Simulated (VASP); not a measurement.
# WC (Qusongite): W into a neighbouring W vacancy

How hard is this move in WC (Qusongite): W into a neighbouring W vacancy? Both ends are relaxed first, then a band of images between them. The start is a cell from a database of measured crystal structures.

Main program and level: VASP 6.6.1; LDA; plane waves and PAW (W, C).

Report form: the programs' logs are mostly left out.

## (1) The host crystal

It takes space group P-6m2 (No. 187, hexagonal). The conventional cell has a = 2.907 Å, b = 2.907 Å, c = 2.837 Å, α = 90.00°, β = 90.00°, γ = 120.00°. W has 6 C at 2.20 Å nearest. C has 6 W at 2.20 Å nearest. Farther neighbours are not listed.

## (2) Relax the host

The later steps need the crystal at this functional's own lattice; a raised cutoff keeps the stress reliable while the cell changes.

INCAR

```
SYSTEM = WC
PREC = Accurate
ENCUT = 520
EDIFF = 1E-06
NELM = 120
ISMEAR = 0
SIGMA = 0.1
LREAL = .FALSE.
ALGO = Normal
GGA = CA
NBANDS = 11
LASPH = .TRUE.
LORBIT = 11
LWAVE = .FALSE.
LCHARG = .FALSE.
KPAR = 3
IBRION = 2
NSW = 40
ISIF = 3
EDIFFG = -0.02
POTIM = 0.4
```

POSCAR

```
WC
1.0
    2.9065000000      0.0000000000      0.0000000000
   -1.4532500000      2.5171028361      0.0000000000
    0.0000000000      0.0000000000      2.8366000000
W C
1 1
Direct
    0.0000000000      0.0000000000      0.0000000000
    0.6666666667      0.3333333333      0.5000000000
```

KPOINTS

```
Automatic mesh
0
Gamma
7 7 7
0 0 0
```

PAW data sets: W and C (LDA family, release 64).

Run with:

```sh
mpirun -np 3 vasp_std
```

Wall time 4.6 s (3 MPI ranks of Intel Xeon 6975P-C (Granite Rapids), shared host); peak memory 0.39 GiB; 12 s of CPU time.

The k-mesh is coarse for a metal. The data set W keeps the semicore shell frozen, which is cheaper and a little less accurate. The run keeps the 12 symmetry operations of its start, so it cannot find a distortion of lower symmetry.

The steps of the relaxation:

| step | energy less that of the first step (eV) | largest force (eV/Å) | pressure (GPa) | volume (Å³) |
| --- | --- | --- | --- | --- |
| 1 | 0.0000 | 0.0000 | -9.04 | 20.75 |
| 2 | 0.0535 | 0.0000 | 23.20 | 19.38 |
| 3 | -0.0126 | 0.0000 | -0.20 | 20.32 |
| 4 | -0.0127 | 0.0000 | -0.05 | 20.32 |
| 5 | -0.0126 | 0.0000 | 0.17 | 20.31 |
| 6 | -0.0126 | 0.0000 | -0.38 | 20.33 |
| 7 | -0.0127 | 0.0000 | -0.10 | 20.32 |

| conventional cell, symmetrised | before | after | change |
| --- | --- | --- | --- |
| a (Å) | 2.907 | 2.887 | -0.7 % |
| b (Å) | 2.907 | 2.887 | -0.7 % |
| c (Å) | 2.837 | 2.815 | -0.8 % |
| volume (Å³/atom) | 10.38 | 10.16 | -2.1 % |

Final coordinates:

```xyz
2
Lattice="2.8868 0.0000 0.0000 -1.4434 2.5001 0.0000 0.0000 0.0000 2.8151" Properties=species:S:1:pos:R:3 pbc="T T T"
W     0.0000    0.0000    0.0000
C     1.4434    0.8334    1.4076
```

Numbers from this step:

```
electronic cycles                               : 38
electrons                                       : 10
free energy (TOTEN)                             : -24.80 eV
energy at zero smearing                         : -24.80 eV
Fermi energy                                    : 8.643 eV
labelled metallic, from the levels on this mesh : yes
```

The run ended after 7 ionic steps, 0.013 eV below its first step, once forces and stress met EDIFFG = -0.02.

## (3) Relax the start

System of this step: W11C12 (Qusongite). The cell holds 23 atoms: 11 W and 12 C. Cell: a = 5.774 Å, b = 5.774 Å, c = 8.445 Å, α = 90.0°, β = 90.0°, γ = 120.0°. It derives from WC (Qusongite). Nearest the centre at fractional (0.000, 0.000, 0.167): W1 at 1.41 Å, C21 at 1.66 Å, C18 at 1.69 Å, C12 at 1.71 Å, W9 at 3.16 Å, W3 at 3.19 Å, W7 at 3.20 Å, W6 at 3.20 Å.

A path needs two true minima; the start is relaxed with symmetry off.

INCAR

```
SYSTEM = W11C12
PREC = Normal
ENCUT = 400
EDIFF = 1E-05
NELM = 120
ISMEAR = 1
SIGMA = 0.15
LREAL = Auto
ALGO = Fast
GGA = CA
NBANDS = 80
LASPH = .TRUE.
LORBIT = 11
LWAVE = .FALSE.
LCHARG = .FALSE.
KPAR = 3
IBRION = 2
NSW = 60
ISIF = 2
EDIFFG = -0.05
POTIM = 0.4
MAXMIX = 40
ISYM = 0
```

POSCAR

```
W11C12
1.0
    5.7736827054      0.0000000000      0.0000000000
   -2.8868413528      5.0001558964      0.0000000000
    0.0000000000      0.0000000000      8.4454327608
W C
11 12
Direct
    0.0028402865      0.0032863701      0.3341158558
   -0.0027034730      0.0036213106      0.6677237459
   -0.0006978026      0.5023243999      0.0008633599
    0.0010757158      0.5001136854      0.3346280283
   -0.0028768820      0.4993483805      0.6655249388
    0.5021538412      0.0001588835     -0.0006925797
    0.4967771056     -0.0010287369      0.3333526152
    0.5016333602      0.0051760939      0.6690507347
    0.4868306418      0.4924441826     -0.0004138855
    0.4989648078      0.5008545453      0.3338479829
    0.5051122077      0.4955520556      0.6657724437
    0.3417028468      0.1692533979      0.1682368962
    0.3282567709      0.1600745715      0.5003965806
    0.3312563298      0.1617574115      0.8317153543
    0.3311943301      0.6628877780      0.1664339493
    0.3337352562      0.6668090072      0.4988010285
    0.3371723512      0.6702312234      0.8340931483
    0.8319622480      0.1695931845      0.1654791846
    0.8342352321      0.1623796506      0.5021655899
    0.8307664137      0.1616718268      0.8325899742
    0.8340663089      0.6677577980      0.1643407039
    0.8298965568      0.6674649799      0.4988946697
    0.8356681149      0.6697046501      0.8294287676
```

KPOINTS

```
Automatic mesh
0
Gamma
4 4 2
0 0 0
```

Run with:

```sh
mpirun -np 3 vasp_std
```

Wall time 2.3 min (3 MPI ranks); peak memory 0.87 GiB; 6.8 min of CPU time.

Relaxation path:

| step | energy less that of the first step (eV) | largest force (eV/Å) |
| --- | --- | --- |
| 1 | 0.0000 | 2.5287 |
| 2 | -0.6196 | 1.3039 |
| 3 | -0.6505 | 0.8336 |
| 4 | -0.7914 | 0.3130 |
| 5 | -0.7918 | 0.3190 |
| 6 | -0.8080 | 0.2149 |
| 7 | -0.8082 | 0.1622 |
| 8 | -0.8106 | 0.0474 |

The atoms that moved most (Å):

| atom | dx | dy | dz | length |
| --- | --- | --- | --- | --- |
| C21 | -0.006 | -0.077 | 0.058 | 0.097 |
| C20 | -0.063 | 0.060 | -0.036 | 0.094 |
| C23 | -0.010 | -0.092 | -0.011 | 0.093 |
| W9 | 0.089 | 0.010 | 0.002 | 0.089 |
| C14 | 0.060 | 0.055 | -0.028 | 0.086 |
| W1 | -0.008 | -0.016 | -0.081 | 0.083 |
| C18 | -0.048 | 0.024 | 0.051 | 0.074 |
| W2 | 0.024 | -0.020 | 0.063 | 0.070 |

The relaxed structure:

```
W C
1.0
     5.77368    0.00000    0.00000
    -2.88684    5.00016    0.00000
     0.00000    0.00000    8.44543
W C
11 12
Cartesian
  -0.0015 0.0001 2.7405
  -0.0021 -0.0020 5.7024
  -1.4864 2.4789 -0.0014
  -1.4429 2.5019 2.8070
  -1.4431 2.5001 5.6351
  2.8893 0.0429 -0.0013
  2.8868 -0.0050 2.8084
  2.8858 -0.0070 5.6347
  1.4778 2.4720 -0.0013
  1.4390 2.5010 2.8075
  1.4386 2.4979 5.6349
  1.5089 0.8677 1.4496
  1.4394 0.8290 4.2211
  1.5056 0.8634 6.9958
  -0.0017 3.3320 1.3642
  -0.0018 3.3306 4.2218
  -0.0024 3.3290 7.0779
  4.2660 0.8720 1.4482
  4.3327 0.8305 4.2209
  4.2668 0.8680 6.9959
  2.8821 3.2620 1.4462
  2.8850 3.3364 4.2212
  2.8816 3.2570 6.9941
```

Numbers from this step:

```
electronic cycles       : 65
electrons               : 114
free energy (TOTEN)     : -276.7612 eV
energy at zero smearing : -276.7625 eV
Fermi energy            : 7.835 eV
```

The run ended after 8 ionic steps, 0.811 eV below its first step, once the forces on the free atoms met EDIFFG = -0.05.

## (4) Relax the end

The end state is relaxed in the same way, so that both ends share their errors.

INCAR is that of step 3.

POSCAR

```
W11C12
1.0
    5.7736827054      0.0000000000      0.0000000000
   -2.8868413528      5.0001558964      0.0000000000
    0.0000000000      0.0000000000      8.4454327608
W C
11 12
Direct
    0.0033304164      0.0048984351     -0.0007045864
   -0.0013042158      0.0030088815      0.6672668645
    0.0024129233      0.4986191802     -0.0035091589
   -0.0012727051      0.4982167430      0.3351694117
   -0.0025908538      0.4934768065      0.6638363486
    0.5044209272      0.0027189753     -0.0015161884
    0.5008874863      0.0017822386      0.3344425822
    0.5035482526      0.0010259105      0.6664420995
    0.5012147717      0.5042228395     -0.0053303468
    0.4995856970      0.5001319963      0.3299579019
    0.4998503428      0.4973949572      0.6687090601
    0.3342365479      0.1693431961      0.1695530637
    0.3329084112      0.1631638912      0.4964138756
    0.3391844672      0.1662215117      0.8317027124
    0.3334502282      0.6659010452      0.1686846622
    0.3334783586      0.6667216633      0.4983077724
    0.3328922452      0.6625313287      0.8349102553
    0.8355629661      0.1605681126      0.1608262810
    0.8405658341      0.1768579401      0.4976296659
    0.8301788323      0.1690224689      0.8313423836
    0.8308842510      0.6652742402      0.1679265242
    0.8324851169      0.6677781634      0.4995819438
    0.8297677654      0.6653874016      0.8310826501
```

KPOINTS is that of step 3.

Run with:

```sh
mpirun -np 3 vasp_std
```

It took 2.3 min on 3 MPI ranks; peak memory 0.88 GiB.

Relaxation path:

| step | energy less that of the first step (eV) | largest force (eV/Å) |
| --- | --- | --- |
| 1 | 0.0000 | 2.8185 |
| 2 | -0.6429 | 2.2016 |
| 3 | -0.7704 | 1.0804 |
| 4 | -0.9649 | 0.3171 |
| 5 | -0.9747 | 0.3657 |
| 6 | -0.9901 | 0.1530 |
| 7 | -0.9902 | 0.1061 |
| 8 | -0.9915 | 0.0431 |

The atoms that moved most (Å):

| atom | dx | dy | dz | length |
| --- | --- | --- | --- | --- |
| C18 | -0.088 | 0.068 | -0.002 | 0.112 |
| C12 | 0.070 | 0.023 | -0.074 | 0.104 |
| C13 | 0.059 | 0.054 | 0.063 | 0.102 |
| W2 | 0.020 | -0.014 | -0.087 | 0.091 |
| C21 | 0.012 | -0.065 | -0.061 | 0.090 |
| C19 | -0.071 | -0.012 | 0.053 | 0.090 |
| C22 | 0.010 | -0.077 | 0.037 | 0.086 |
| W1 | -0.001 | -0.024 | 0.071 | 0.075 |

The relaxed structure:

```cif
data_structure
_symmetry_space_group_name_H-M 'P 1'
_symmetry_Int_Tables_number 1
_cell_length_a 5.7737
_cell_length_b 5.7737
_cell_length_c 8.4454
_cell_angle_alpha 90.000
_cell_angle_beta 90.000
_cell_angle_gamma 120.000
_cell_volume 243.81
loop_
_atom_site_label
_atom_site_type_symbol
_atom_site_fract_x
_atom_site_fract_y
_atom_site_fract_z
_atom_site_occupancy
W1 W 0.00078 0.00015 0.00771 1
W2 W 0.00073 0.00013 0.65696 1
W3 W 0.00129 0.50068 0.99970 1
W4 W 0.99176 0.49600 0.33220 1
W5 W 0.00132 0.50060 0.66491 1
W6 W 0.50039 0.99964 0.99968 1
W7 W 0.50549 0.00913 0.33229 1
W8 W 0.50022 0.99951 0.66486 1
W9 W 0.50033 0.50038 0.99979 1
W10 W 0.50496 0.49548 0.33229 1
W11 W 0.50031 0.50041 0.66479 1
C12 C 0.34855 0.17386 0.16079 1
C13 C 0.34859 0.17401 0.50382 1
C14 C 0.33321 0.16636 0.83231 1
C15 C 0.33396 0.66680 0.17051 1
C16 C 0.33393 0.66688 0.49407 1
C17 C 0.33399 0.66683 0.83229 1
C18 C 0.82708 0.17418 0.16063 1
C19 C 0.82699 0.17437 0.50389 1
C20 C 0.83451 0.16648 0.83227 1
C21 C 0.82660 0.65237 0.16071 1
C22 C 0.82648 0.65233 0.50394 1
C23 C 0.83423 0.66767 0.83233 1
```

This step gave:

| Item | Value |
| --- | --- |
| electronic cycles | 63 |
| free energy (TOTEN) | -276.7616 eV |
| energy at zero smearing | -276.7630 eV |

The run ended after 8 ionic steps, 0.992 eV below its first step, once the forces on the free atoms met EDIFFG = -0.05.

## (5) Nudged elastic band

Images on a straight line between the ends relax across the path, while springs keep them spaced along it.

INCAR

```
SYSTEM = W11C12
PREC = Normal
ENCUT = 400
EDIFF = 1E-05
NELM = 120
ISMEAR = 1
SIGMA = 0.15
LREAL = Auto
ALGO = Fast
GGA = CA
NBANDS = 80
LASPH = .TRUE.
LWAVE = .FALSE.
LCHARG = .FALSE.
IMAGES = 3
SPRING = -5
IBRION = 3
POTIM = 0.15
NSW = 60
EDIFFG = -0.05
ISYM = 0
ISIF = 0
SMASS = 1
```

POSCAR

```
W11C12
1.0
    5.7736827054      0.0000000000      0.0000000000
   -2.8868413528      5.0001558964      0.0000000000
    0.0000000000      0.0000000000      8.4454327608
W C
11 12
Direct
    0.9997499425      0.0000167831      0.3244993589
    0.9994326293      0.9996061651      0.6751995199
    0.9904428410      0.4957679286      0.9998366110
    0.0002626930      0.5003617384      0.3323678263
    0.0000621849      0.5000045118      0.6672420738
    0.5047160185      0.0085826317      0.9998420792
    0.4994903712      0.9990006965      0.3325300250
    0.4991171601      0.9986091272      0.6671928442
    0.5031515262      0.4943868238      0.9998478345
    0.4993295540      0.5001862191      0.3324266941
    0.4989490772      0.4995602950      0.6672105626
    0.3481111457      0.1735326589      0.1716411796
    0.3321915517      0.1657881547      0.4998083106
    0.3471120566      0.1726702958      0.8283574040
    0.3328990477      0.6663716166      0.1615282522
    0.3327263846      0.6660918507      0.4998958307
    0.3324760100      0.6657741452      0.8380690609
    0.8260666403      0.1743993996      0.1714779976
    0.8334697502      0.1660943661      0.4997845156
    0.8258184320      0.1736038108      0.8283707891
    0.8253569149      0.6523734543      0.1712451157
    0.8333073021      0.6672651508      0.4998177601
    0.8247833347      0.6513888260      0.8281574413
```

KPOINTS is that of step 4.

00/POSCAR

```
W11C12
1.0
    5.7736827054      0.0000000000      0.0000000000
   -2.8868413528      5.0001558964      0.0000000000
    0.0000000000      0.0000000000      8.4454327608
W C
11 12
Direct
    0.9997499425      0.0000167831      0.3244993589
    0.9994326293      0.9996061651      0.6751995199
    0.9904428410      0.4957679286      0.9998366110
    0.0002626930      0.5003617384      0.3323678263
    0.0000621849      0.5000045118      0.6672420738
    0.5047160185      0.0085826317      0.9998420792
    0.4994903712      0.9990006965      0.3325300250
    0.4991171601      0.9986091272      0.6671928442
    0.5031515262      0.4943868238      0.9998478345
    0.4993295540      0.5001862191      0.3324266941
    0.4989490772      0.4995602950      0.6672105626
    0.3481111457      0.1735326589      0.1716411796
    0.3321915517      0.1657881547      0.4998083106
    0.3471120566      0.1726702958      0.8283574040
    0.3328990477      0.6663716166      0.1615282522
    0.3327263846      0.6660918507      0.4998958307
    0.3324760100      0.6657741452      0.8380690609
    0.8260666403      0.1743993996      0.1714779976
    0.8334697502      0.1660943661      0.4997845156
    0.8258184320      0.1736038108      0.8283707891
    0.8253569149      0.6523734543      0.1712451157
    0.8333073021      0.6672651508      0.4998177601
    0.8247833347      0.6513888260      0.8281574413
```

01/POSCAR

```
W11C12
1.0
    5.7736827054      0.0000000000      0.0000000000
   -2.8868413528      5.0001558964      0.0000000000
    0.0000000000      0.0000000000      8.4454327608
W C
11 12
Direct
    1.0000069508      0.0000511037      0.2453022588
    0.9997575110      0.9997366473      0.6706386187
    0.9931536938      0.4969971846      0.9998013965
   -0.0018625767      0.4992707769      0.3323250562
    0.0003777300      0.5001543098      0.6666588339
    0.5036332822      0.0063457264      0.9998027470
    0.5009901195      1.0015337190      0.3324703480
    0.4993923289      0.9988352096      0.6666101132
    0.5024451372      0.4958849654      0.9998331194
    0.5007367007      0.4990099202      0.3323933593
    0.4992905062      0.4997725313      0.6666066576
    0.3482210208      0.1736154017      0.1689273601
    0.3362914661      0.1678428258      0.5008119102
    0.3436358761      0.1710918057      0.8293454114
    0.3331644678      0.6664799177      0.1637732283
    0.3330275179      0.6662887363      0.4984384418
    0.3328544294      0.6660385192      0.8366246274
    0.8263189970      0.1743453913      0.1687656393
    0.8318494281      0.1681640445      0.5008112317
    0.8279904007      0.1718235040      0.8293452822
    0.8256674284      0.6523737234      0.1686110303
    0.8316000061      0.6635302061      0.5008471506
    0.8271440209      0.6554582991      0.8291994376
```

02/POSCAR

```
W11C12
1.0
    5.7736827054      0.0000000000      0.0000000000
   -2.8868413528      5.0001558964      0.0000000000
    0.0000000000      0.0000000000      8.4454327608
W C
11 12
Direct
    1.0002639592      0.0000854244      0.1661051588
    1.0000823927      0.9998671295      0.6660777175
    0.9958645466      0.4982264405      0.9997661820
   -0.0039878464      0.4981798154      0.3322822861
    0.0006932752      0.5003041078      0.6660755940
    0.5025505460      0.0041088211      0.9997634148
    0.5024898678      1.0040667416      0.3324106710
    0.4996674976      0.9990612920      0.6660273823
    0.5017387482      0.4973831071      0.9998184043
    0.5021438474      0.4978336213      0.3323600246
    0.4996319352      0.4999847676      0.6660027526
    0.3483308958      0.1736981445      0.1662135406
    0.3403913805      0.1698974969      0.5018155098
    0.3401596956      0.1695133156      0.8303334187
    0.3334298880      0.6665882188      0.1660182044
    0.3333286512      0.6664856219      0.4969810529
    0.3332328487      0.6663028932      0.8351801939
    0.8265713538      0.1742913830      0.1660532810
    0.8302291060      0.1702337228      0.5018379478
    0.8301623694      0.1700431972      0.8303197754
    0.8259779420      0.6523739925      0.1659769448
    0.8298927102      0.6597952614      0.5018765411
    0.8295047071      0.6595277722      0.8302414340
```

03/POSCAR

```
W11C12
1.0
    5.7736827054      0.0000000000      0.0000000000
   -2.8868413528      5.0001558964      0.0000000000
    0.0000000000      0.0000000000      8.4454327608
W C
11 12
Direct
    1.0005209675      0.0001197450      0.0869080587
    1.0004072744      0.9999976117      0.6615168163
    0.9985753993      0.4994556964      0.9997309675
   -0.0061131161      0.4970888538      0.3322395160
    0.0010088204      0.5004539059      0.6654923541
    0.5014678097      0.0018719157      0.9997240827
    0.5039896160      1.0065997641      0.3323509940
    0.4999426664      0.9992873745      0.6654446514
    0.5010323591      0.4988812488      0.9998036892
    0.5035509941      0.4966573224      0.3323266898
    0.4999733642      0.5001970039      0.6653988477
    0.3484407709      0.1737808873      0.1634997212
    0.3444912949      0.1719521680      0.5028191093
    0.3366835151      0.1679348255      0.8313214260
    0.3336953082      0.6666965198      0.1682631805
    0.3336297844      0.6666825076      0.4955236640
    0.3336112680      0.6665672671      0.8337357604
    0.8268237105      0.1742373748      0.1633409228
    0.8286087840      0.1723034012      0.5028646640
    0.8323343381      0.1682628905      0.8312942685
    0.8262884556      0.6523742615      0.1633428593
    0.8281854142      0.6560603167      0.5029059316
    0.8318653933      0.6635972454      0.8312834304
```

04/POSCAR

```
W11C12
1.0
    5.7736827054      0.0000000000      0.0000000000
   -2.8868413528      5.0001558964      0.0000000000
    0.0000000000      0.0000000000      8.4454327608
W C
11 12
Direct
    1.0007779758      0.0001540656      0.0077109587
    1.0007321561      1.0001280939      0.6569559151
    1.0012862521      0.5006849524      0.9996957530
   -0.0082383858      0.4959978923      0.3321967459
    0.0013243655      0.5006037039      0.6649091142
    0.5003850734     -0.0003649896      0.9996847505
    0.5054893643      1.0091327866      0.3322913170
    0.5002178352      0.9995134569      0.6648619204
    0.5003259701      0.5003793904      0.9997889741
    0.5049581408      0.4954810235      0.3322933551
    0.5003147932      0.5004092402      0.6647949427
    0.3485506459      0.1738636301      0.1607859017
    0.3485912093      0.1740068391      0.5038227089
    0.3332073346      0.1663563354      0.8323094334
    0.3339607283      0.6668048209      0.1705081566
    0.3339309177      0.6668793932      0.4940662751
    0.3339896874      0.6668316411      0.8322913269
    0.8270760672      0.1741833665      0.1606285645
    0.8269884619      0.1743730796      0.5038913801
    0.8345063068      0.1664825837      0.8322687616
    0.8265989691      0.6523745306      0.1607087739
    0.8264781182      0.6523253720      0.5039353221
    0.8342260795      0.6676667185      0.8323254267
```

Run with:

```sh
mpirun -np 3 vasp_std
```

Wall time 33 min (3 MPI ranks); peak memory 0.84 GiB.

The band used up its steps before its forces met the threshold, so no barrier is taken from it.

## (6) What came out

```json
{
 "result": "none"
}
```

**Reading.** The session ends without its result: «nudged elastic band» used up its steps.

[Lines on the potential files, build, host, timing and source positions are cut from VASP's logs without a mark.]

[Logs are printed without paths, hosts, clocks, repeated set-up lines and the standing remarks that a program may print on its own settings, such as how far it seeks lower states.]

[Hosts, paths, dates, database ids (printed as entryN), source tags and the programs' standing remarks are cut or masked in the printed files.]

[Runs that stopped without an error message from VASP are left out.]
